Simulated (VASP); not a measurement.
# BN: what each functional gives for the gap, part 2 of 2

Aim: the gap of BN on one structure at many levels of theory. The starting structure is a measured crystal structure from the Crystallography Open Database. Cell and atoms stay as given. Meshes and data sets differ where the inputs say so.

VASP 6.6.1.

Results so far: LDA 4.036 eV; PBE 4.241 eV; r2SCAN 4.835 eV.

### 5. Bands with TB-mBJ

Level of this step: TB-mBJ; plane waves and PAW (N, B) (VASP).

TB-mBJ is a local potential fitted to gaps: it costs far less than a hybrid but gives no energy. Its energies, forces and stress mean nothing.

Input file INCAR:

```
SYSTEM = BN
PREC = Accurate
ENCUT = 460
EDIFF = 1E-06
NELM = 150
ISMEAR = 0
SIGMA = 0.03
LREAL = .FALSE.
ALGO = Normal
METAGGA = MBJ
LASPH = .TRUE.
NBANDS = 22
LORBIT = 11
LWAVE = .FALSE.
LCHARG = .FALSE.
KPAR = 8
```

Input file POSCAR:

```
BN
1.0
    2.5039900000      0.0000000000      0.0000000000
   -1.2519950000      2.1685189508      0.0000000000
    0.0000000000      0.0000000000      6.6612000000
N B
2 2
Direct
    0.6666666667      0.3333333333      0.2500000000
    0.3333333333      0.6666666667      0.7500000000
    0.6666666667      0.3333333333      0.7500000000
    0.3333333333      0.6666666667      0.2500000000
```

Input file KPOINTS:

```
Automatic mesh
0
Gamma
10 10 4
0 0 0
```

Input file KPOINTS_OPT:

```
Line mode
10
Line-mode
Reciprocal
  0.00000000   0.00000000   0.00000000 GAMMA
  0.50000000   0.00000000   0.00000000 M

  0.50000000   0.00000000   0.00000000 M
  0.33333333   0.33333333   0.00000000 K

  0.33333333   0.33333333   0.00000000 K
  0.00000000   0.00000000   0.00000000 GAMMA

  0.00000000   0.00000000   0.00000000 GAMMA
  0.00000000   0.00000000   0.50000000 A

  0.00000000   0.00000000   0.50000000 A
  0.50000000   0.00000000   0.50000000 L

  0.50000000   0.00000000   0.50000000 L
  0.33333333   0.33333333   0.50000000 H

  0.33333333   0.33333333   0.50000000 H
  0.00000000   0.00000000   0.50000000 A

  0.50000000   0.00000000   0.50000000 L
  0.50000000   0.00000000   0.00000000 M

  0.33333333   0.33333333   0.00000000 K
  0.33333333   0.33333333   0.50000000 H
```

PAW data sets: N and B (PBE family, release 64).

Run with:

```console
mpirun -np 8 vasp_std
```

Numbers of over 12 decimals in the logs are rounded to 6 here.

The log of the run:

```text
[banner, memory and clock lines left out]
running    8 mpi-ranks, on    1 nodes
[...]
[... a notice as in an earlier step ...]

 [... a notice as in an earlier step ...]

 LDA part: xc-table for (None), standard interpolation
 POSCAR, INCAR and KPOINTS ok, starting setup
[...]
entering main loop
       N       E                     dE             d eps       ncg     rms          rms(c)
DAV:   1     0.679161583071E+02    0.67916E+02   -0.69767E+03  1848   0.608E+02
DAV:   2    -0.826289657215E+01   -0.76179E+02   -0.72417E+02  2350   0.175E+02
DAV:   3    -0.106374440013E+02   -0.23745E+01   -0.23607E+01  2308   0.276E+01
DAV:   4    -0.106488779966E+02   -0.11434E-01   -0.11433E-01  2030   0.216E+00
[...]
DAV:  39    -0.368690456966E+00    0.18281E-05   -0.18468E-11   924   0.265E-05    0.123E-05
DAV:  40    -0.368689038311E+00    0.14187E-05   -0.17402E-12   924   0.100E-05    0.677E-06
DAV:  41    -0.368688315184E+00    0.72313E-06   -0.17549E-12   924   0.465E-06
   1 F= -.36868832E+00 E0= -.36868832E+00  d E =-.230309E-28
 Start KPOINTS_OPT (optional k-point list driver)
k-point batch [1-42\90]
       N       E                     dE             ncg
DAV:   1     0.200527725835E+03   -0.15958E+05     1864
DAV:   2    -0.297376780723E+04   -0.31743E+04     2400
DAV:   3    -0.306892911457E+04   -0.95161E+02     2332
DAV:   4    -0.306926366479E+04   -0.33455E+00     2052
DAV:   5    -0.306926522850E+04   -0.15637E-02     2326
DAV:   6    -0.306926524059E+04   -0.12094E-04     2170
DAV:   7    -0.306926524070E+04   -0.10586E-06     1924
[...]
k-point batch [85-90\90]
       N       E                     dE             ncg
DAV:   1     0.243789483782E+05   -0.49248E+04      264
DAV:   2     0.239995622074E+05   -0.37939E+03      318
DAV:   3     0.239881803556E+05   -0.11382E+02      352
DAV:   4     0.239881332060E+05   -0.47150E-01      264
DAV:   5     0.239881329836E+05   -0.22242E-03      316
DAV:   6     0.239881329822E+05   -0.14179E-05      318
DAV:   7     0.239881329822E+05   -0.96807E-08      280
```

Run time: 12 s. Hardware: 8 MPI ranks of AMD EPYC 9R45, shared host; peak memory 1.3 GiB; 88 s of CPU time.

OUTCAR, selected parts (step 5):

```text
  Total      -17.1195563    -17.1195563     -2.4167264      0.0000000     -0.0000000      0.0000000
  in kB     -758.3239994   -758.3239994   -107.0507663      0.0000000     -0.0000000      0.0000000
  external PRESSURE =    -541.2329217 kB  Pullay stress =       0.0000000 kB

 POSITION                                       TOTAL-FORCE (eV/Angst)
 -----------------------------------------------------------------------------------
      1.25200      0.72284      1.66530        -0.000000     -0.000000      0.000000
     -0.00000      1.44568      4.99590         0.000000      0.000000      0.000000
      1.25200      0.72284      4.99590        -0.000000      0.000000      0.000000
     -0.00000      1.44568      1.66530         0.000000      0.000000      0.000000
 -----------------------------------------------------------------------------------
    total drift:                               -0.000000      0.000000      0.000000

  FREE ENERGIE OF THE ION-ELECTRON SYSTEM (eV)
  ---------------------------------------------------
  free  energy   TOTEN  =        -0.3686883152 eV

  energy  without entropy=       -0.3686883152  energy(sigma->0) =       -0.36868832

[... 2 parts as in an earlier step ...]

[... 1 further part left out ...]
[key lines of the parts left out:]
E-fermi :   2.9091
```

TB-mBJ gives a least gap of 5.999 eV, and a least direct gap of 6.401 eV. The least gap is +1.963 eV from that of LDA.

### 6. Bands with HSE06

HSE06 mixes in a quarter of exact exchange at short range, at far higher cost; in semiconductors this cures much of the gap error, while metals seldom gain. This run uses a 7×7×2 mesh. Its starting orbitals come from a semilocal run on the same mesh, not shown.

Input file INCAR:

```
SYSTEM = BN
PREC = Accurate
ENCUT = 460
EDIFF = 1E-06
NELM = 100
ISMEAR = 0
SIGMA = 0.03
LREAL = .FALSE.
ALGO = Normal
LHFCALC = .TRUE.
AEXX = 0.25
GGA = PE
HFSCREEN = 0.2
LASPH = .TRUE.
NBANDS = 14
PRECFOCK = Fast
LORBIT = 11
LWAVE = .FALSE.
LCHARG = .FALSE.
KPAR = 8
```

POSCAR is that of step 5.

Input file KPOINTS:

```
Automatic mesh
0
Gamma
7 7 2
0 0 0
```

KPOINTS_OPT is that of step 5.

Run with:

```console
mpirun -np 8 vasp_std
```

The log of the run:

```text
[banner, memory and clock lines left out]
running    8 mpi-ranks, on    1 nodes
[...]
[... a notice as in an earlier step ...]

 LDA part: xc-table for (Slater+PW92), standard interpolation
 found WAVECAR, reading the header
 POSCAR, INCAR and KPOINTS ok, starting setup
[...]
reading WAVECAR
 the WAVECAR file was read successfully
 initial charge from wavefunction
 entering main loop
       N       E                     dE             d eps       ncg     rms          rms(c)
DAV:   1    -0.408492451260E+02   -0.40849E+02   -0.77638E-01   448   0.103E+01    0.988E-01
DAV:   2    -0.408525806129E+02   -0.33355E-02   -0.29640E-02   538   0.143E+00    0.644E-01
DAV:   3    -0.408488402052E+02    0.37404E-02   -0.72865E-03   538   0.647E-01    0.367E-01
DAV:   4    -0.408487821309E+02    0.58074E-04   -0.11559E-03   514   0.257E-01    0.230E-01
DAV:   5    -0.408486400167E+02    0.14211E-03   -0.62863E-05   526   0.760E-02    0.132E-01
DAV:   6    -0.408485909136E+02    0.49103E-04   -0.58360E-05   514   0.672E-02    0.702E-02
[...]
DAV:   8    -0.408485792630E+02    0.23749E-05   -0.17810E-06   376   0.143E-02    0.229E-02
DAV:   9    -0.408485792655E+02   -0.25383E-08   -0.10899E-06   338   0.108E-02
   1 F= -.40848579E+02 E0= -.40848579E+02  d E =-.460133E-21
 Start KPOINTS_OPT (optional k-point list driver)
k-point batch [1-16\90]
       N       E                     dE             ncg
DAV:   1    -0.109933776177E+03   -0.78776E+04      448
DAV:   2    -0.150518268477E+04   -0.13952E+04      564
DAV:   3    -0.161241757482E+04   -0.10723E+03      544
DAV:   4    -0.161383517114E+04   -0.14176E+01      598
DAV:   5    -0.161385248126E+04   -0.17310E-01      598
DAV:   6    -0.161385269097E+04   -0.20971E-03      580
DAV:   7    -0.161385269469E+04   -0.37179E-05      460
DAV:   8    -0.161385269480E+04   -0.11327E-06      428
[...]
k-point batch [81-90\90]
       N       E                     dE             ncg
DAV:   1     0.415124633484E+04   -0.83362E+04      280
DAV:   2     0.338558274657E+04   -0.76566E+03      370
DAV:   3     0.333544676143E+04   -0.50136E+02      352
DAV:   4     0.333480489254E+04   -0.64187E+00      340
DAV:   5     0.333480069858E+04   -0.41940E-02      340
DAV:   6     0.333480066382E+04   -0.34761E-04      334
DAV:   7     0.333480066347E+04   -0.34650E-06      260
```

The job ended after 69 s (8 MPI ranks; peak memory 1.9 GiB).

Parts of OUTCAR (step 6):

```text
 POSITION                                       TOTAL-FORCE (eV/Angst)
 -----------------------------------------------------------------------------------
      1.25200      0.72284      1.66530        -0.000000      0.000000      0.000000
     -0.00000      1.44568      4.99590         0.000000      0.000000      0.000000
      1.25200      0.72284      4.99590        -0.000000     -0.000000     -0.000000
     -0.00000      1.44568      1.66530        -0.000000     -0.000000     -0.000000
 -----------------------------------------------------------------------------------
    total drift:                               -0.000000      0.000000     -0.000000

  FREE ENERGIE OF THE ION-ELECTRON SYSTEM (eV)
  ---------------------------------------------------
  free  energy   TOTEN  =       -40.8485792655 eV

  energy  without entropy=      -40.8485792655  energy(sigma->0) =      -40.84857927

[... 1 part as in an earlier step ...]

[... 2 further parts left out ...]
[key lines of the parts left out:]
E-fermi :   1.5905
```

HSE06 gives a least gap of 5.578 eV, and a least direct gap of 6.072 eV. The least gap is +1.542 eV from that of LDA, on another mesh, which alone can move a gap by some hundredths of an eV.

### 7. Bands with PBE0

PBE0 keeps a quarter of exact exchange at all ranges; it tends to overshoot small gaps. This run uses a 7×7×2 mesh. It starts from the orbitals of an earlier run, not shown.

Edit INCAR of step 6 so:

```diff
@@ -12,3 +12,2 @@
 GGA = PE
-HFSCREEN = 0.2
 LASPH = .TRUE.
@@ -16,2 +15,3 @@
 PRECFOCK = Fast
+HFRCUT = -1
 LORBIT = 11
```

POSCAR is that of step 6.

KPOINTS is that of step 6.

KPOINTS_OPT is that of step 6.

Run with:

```console
mpirun -np 8 vasp_std
```

The log of the run:

```text
[banner, memory and clock lines left out]
running    8 mpi-ranks, on    1 nodes
[...]
[... a notice as in an earlier step ...]

 LDA part: xc-table for (Slater+PW92), standard interpolation
 found WAVECAR, reading the header
 POSCAR, INCAR and KPOINTS ok, starting setup
[...]
HFRCUT set to (new)   9.458638
 reading WAVECAR
 the WAVECAR file was read successfully
 initial charge from wavefunction
 entering main loop
       N       E                     dE             d eps       ncg     rms          rms(c)
DAV:   1    -0.426725151319E+02   -0.42673E+02   -0.74395E-01   448   0.102E+01    0.971E-01
DAV:   2    -0.426801083823E+02   -0.75933E-02   -0.29987E-02   538   0.147E+00    0.658E-01
DAV:   3    -0.426758515062E+02    0.42569E-02   -0.75956E-03   538   0.660E-01    0.374E-01
DAV:   4    -0.426757780086E+02    0.73498E-04   -0.16148E-03   526   0.306E-01    0.236E-01
DAV:   5    -0.426756667911E+02    0.11122E-03   -0.67235E-05   508   0.781E-02    0.138E-01
[...]
DAV:   8    -0.426755971975E+02    0.23941E-05   -0.18164E-06   368   0.147E-02    0.231E-02
DAV:   9    -0.426755970452E+02    0.15232E-06   -0.10241E-06   340   0.107E-02
   1 F= -.42675597E+02 E0= -.42675597E+02  d E =-.444997E-18
 Start KPOINTS_OPT (optional k-point list driver)
k-point batch [1-16\90]
       N       E                     dE             ncg
DAV:   1    -0.184995399835E+03   -0.79527E+04      448
DAV:   2    -0.160657781001E+04   -0.14216E+04      570
DAV:   3    -0.171454573035E+04   -0.10797E+03      538
DAV:   4    -0.171591938371E+04   -0.13737E+01      598
DAV:   5    -0.171593544132E+04   -0.16058E-01      598
DAV:   6    -0.171593562026E+04   -0.17894E-03      580
DAV:   7    -0.171593562307E+04   -0.28116E-05      460
DAV:   8    -0.171593562315E+04   -0.83141E-07      434
[...]
k-point batch [81-90\90]
       N       E                     dE             ncg
DAV:   1     0.409764211727E+04   -0.83898E+04      280
DAV:   2     0.332198078488E+04   -0.77566E+03      370
DAV:   3     0.327220473274E+04   -0.49776E+02      352
DAV:   4     0.327156801173E+04   -0.63672E+00      340
DAV:   5     0.327156400755E+04   -0.40042E-02      340
DAV:   6     0.327156397599E+04   -0.31551E-04      334
DAV:   7     0.327156397570E+04   -0.29331E-06      254
```

The job ended after 64 s (8 MPI ranks; peak memory 1.2 GiB; 8.4 min of CPU time).

OUTCAR, selected parts (step 7):

```text
 POSITION                                       TOTAL-FORCE (eV/Angst)
 -----------------------------------------------------------------------------------
      1.25200      0.72284      1.66530         0.000000      0.000000     -0.000000
     -0.00000      1.44568      4.99590         0.000000     -0.000000     -0.000000
      1.25200      0.72284      4.99590        -0.000000      0.000000      0.000000
     -0.00000      1.44568      1.66530        -0.000000     -0.000000      0.000000
 -----------------------------------------------------------------------------------
    total drift:                                0.000000      0.000000     -0.000000

  FREE ENERGIE OF THE ION-ELECTRON SYSTEM (eV)
  ---------------------------------------------------
  free  energy   TOTEN  =       -42.6755970452 eV

  energy  without entropy=      -42.6755970452  energy(sigma->0) =      -42.67559705

[... 2 parts as in an earlier step ...]

[... 1 further part left out ...]
[key lines of the parts left out:]
E-fermi :   1.1998
```

PBE0 gives a least gap of 6.296 eV, and a least direct gap of 6.787 eV. The least gap is +2.260 eV from that of LDA, on another mesh, which alone can move a gap by some hundredths of an eV.

### 8. Bands with r2SCAN-EpsX

Here the share of exact exchange is set to the inverse of the computed dielectric constant, since screening weakens exchange. This run uses a 7×7×2 mesh. It starts from the orbitals of an earlier run, not shown.

Edit INCAR of step 7 so:

```diff
@@ -10,4 +10,4 @@
 LHFCALC = .TRUE.
-AEXX = 0.25
-GGA = PE
+AEXX = 0.242
+METAGGA = R2SCAN
 LASPH = .TRUE.
```

POSCAR is that of step 7.

KPOINTS is that of step 7.

KPOINTS_OPT is that of step 7.

Run with:

```console
mpirun -np 8 vasp_std
```

The log of the run:

```text
[banner, memory and clock lines left out]
running    8 mpi-ranks, on    1 nodes
[...]
[... a notice as in an earlier step ...]

 [... a notice as in an earlier step ...]

 LDA part: xc-table for (None), standard interpolation
 found WAVECAR, reading the header
 POSCAR, INCAR and KPOINTS ok, starting setup
[...]
HFRCUT set to (new)   9.458638
 reading WAVECAR
 the WAVECAR file was read successfully
 initial charge from wavefunction
 entering main loop
       N       E                     dE             d eps       ncg     rms          rms(c)
DAV:   1    -0.449699739471E+02   -0.44970E+02   -0.13956E+00   454   0.140E+01    0.133E+00
DAV:   2    -0.449803396690E+02   -0.10366E-01   -0.58080E-02   526   0.204E+00    0.861E-01
DAV:   3    -0.449730775022E+02    0.72622E-02   -0.15374E-02   538   0.952E-01    0.473E-01
DAV:   4    -0.449735264847E+02   -0.44898E-03   -0.36986E-03   544   0.459E-01    0.301E-01
DAV:   5    -0.449735656843E+02   -0.39200E-04   -0.16505E-04   496   0.107E-01    0.181E-01
DAV:   6    -0.449735219832E+02    0.43701E-04   -0.64128E-05   490   0.745E-02    0.101E-01
DAV:   7    -0.449735184973E+02    0.34859E-05   -0.22320E-05   502   0.445E-02    0.567E-02
DAV:   8    -0.449735187373E+02   -0.23994E-06   -0.28147E-06   472   0.183E-02
   1 F= -.44973519E+02 E0= -.44973519E+02  d E =-.235224E-21
 Start KPOINTS_OPT (optional k-point list driver)
k-point batch [1-16\90]
       N       E                     dE             ncg
DAV:   1    -0.240266324463E+03   -0.80080E+04      448
DAV:   2    -0.168835534713E+04   -0.14481E+04      570
DAV:   3    -0.179483559254E+04   -0.10648E+03      538
DAV:   4    -0.179614757265E+04   -0.13120E+01      598
DAV:   5    -0.179616207257E+04   -0.14500E-01      610
DAV:   6    -0.179616222382E+04   -0.15125E-03      562
DAV:   7    -0.179616222607E+04   -0.22455E-05      452
DAV:   8    -0.179616222614E+04   -0.75707E-07      434
[...]
k-point batch [81-90\90]
       N       E                     dE             ncg
DAV:   1     0.405772806197E+04   -0.84297E+04      280
DAV:   2     0.326768310832E+04   -0.79004E+03      370
DAV:   3     0.321845924908E+04   -0.49224E+02      352
DAV:   4     0.321783942611E+04   -0.61982E+00      340
DAV:   5     0.321783577059E+04   -0.36555E-02      340
DAV:   6     0.321783574336E+04   -0.27231E-04      334
DAV:   7     0.321783574313E+04   -0.23677E-06      260
```

It took 67 s on 8 MPI ranks; peak memory 1.2 GiB.

Parts of OUTCAR (step 8):

```text
 POSITION                                       TOTAL-FORCE (eV/Angst)
 -----------------------------------------------------------------------------------
      1.25200      0.72284      1.66530         0.000000     -0.000000     -0.000000
     -0.00000      1.44568      4.99590        -0.000000      0.000000      0.000000
      1.25200      0.72284      4.99590         0.000000      0.000000     -0.000000
     -0.00000      1.44568      1.66530        -0.000000     -0.000000      0.000000
 -----------------------------------------------------------------------------------
    total drift:                                0.000000      0.000000     -0.000000

  FREE ENERGIE OF THE ION-ELECTRON SYSTEM (eV)
  ---------------------------------------------------
  free  energy   TOTEN  =       -44.9735187373 eV

  energy  without entropy=      -44.9735187373  energy(sigma->0) =      -44.97351874

[... 2 parts as in an earlier step ...]

[... 1 further part left out ...]
[key lines of the parts left out:]
E-fermi :   1.0809
```

r2SCAN-EpsX gives a least gap of 6.624 eV, and a least direct gap of 7.149 eV. The least gap is +2.588 eV from that of LDA, on another mesh, which alone can move a gap by some hundredths of an eV.

### 9. Comparison

| level | gap (eV) | least direct gap (eV) | mesh | core minutes |
| --- | --- | --- | --- | --- |
| LDA | 4.036 | 4.498 | 10×10×4 | 0.533 |
| PBE | 4.241 | 4.645 | 10×10×4 | 0.587 |
| r2SCAN | 4.835 | 5.314 | 10×10×4 | 2.05 |
| TB-mBJ | 5.999 | 6.401 | 10×10×4 | 1.55 |
| HSE06 | 5.578 | 6.072 | 7×7×2 | 9.2 |
| PBE0 | 6.296 | 6.787 | 7×7×2 | 8.53 |
| r2SCAN-EpsX | 6.624 | 7.149 | 7×7×2 | 8.93 |

Core minutes are wall time times ranks of the run shown, on a shared host.

### 10. Outcome

```json
{"gap, LDA": "4.036 eV", "gap, PBE": "4.241 eV", "gap, r2SCAN": "4.835 eV", "gap, TB-mBJ": "5.999 eV", "gap, HSE06": "5.578 eV", "gap, PBE0": "6.296 eV", "gap, r2SCAN-EpsX": "6.624 eV"}
```

**Reading.** Without spin-orbit coupling the gap of BN runs from 4.036 eV (LDA) to 6.624 eV (r2SCAN-EpsX). HSE06 gives +1.34 eV from PBE, on another mesh, which alone can move a gap by some hundredths of an eV. TB-mBJ lies +0.42 eV from HSE06, on another mesh, which alone can move a gap by some hundredths of an eV. These are gaps between Kohn-Sham or generalised Kohn-Sham levels of a static lattice, without excitons or temperature. Further runs on this material are not shown.

[Lines on the potential files, build, host, timing and source positions are cut from VASP's logs without a mark.]

[Logs are printed without paths, hosts, clocks, repeated set-up lines and the standing remarks that a program may print on its own settings, such as how far it seeks lower states.]

[Hosts, paths, dates, database ids (printed as entryN), source tags and the programs' standing remarks are cut or masked in the printed files.]
